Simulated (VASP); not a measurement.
The system is CaO.

```
CELL_PARAMETERS angstrom
0.00000 2.39660 2.39660
2.39660 0.00000 2.39660
2.39660 2.39660 0.00000
ATOMIC_POSITIONS crystal
Ca 0.00000 0.00000 0.00000
O 0.50000 0.50000 0.50000
```

The cell was built by a generator and needn't be a form met in nature.

Program: VASP 6.6.1. Alike in all runs: task band structure; potentials or basis VASP PAW PBE potentials, release 64 (Ca_sv, O); no spin polarisation; cell as given; cutoff (eV) 520; smearing gaussian 0.02 eV.

Problem. Order these runs on this cell by their band gap on the k mesh, lowest first.
A. level r2SCAN+rVV10; k mesh 10 × 10 × 10
B. level PBE; k mesh 10 × 10 × 10
C. level HSE06; k mesh 8 × 8 × 8; grid for exact exchange (PRECFOCK) Fast; screening parameter 0.2 1/A

Solution. B (3.63 eV), A (4.15 eV), C (5.32 eV).

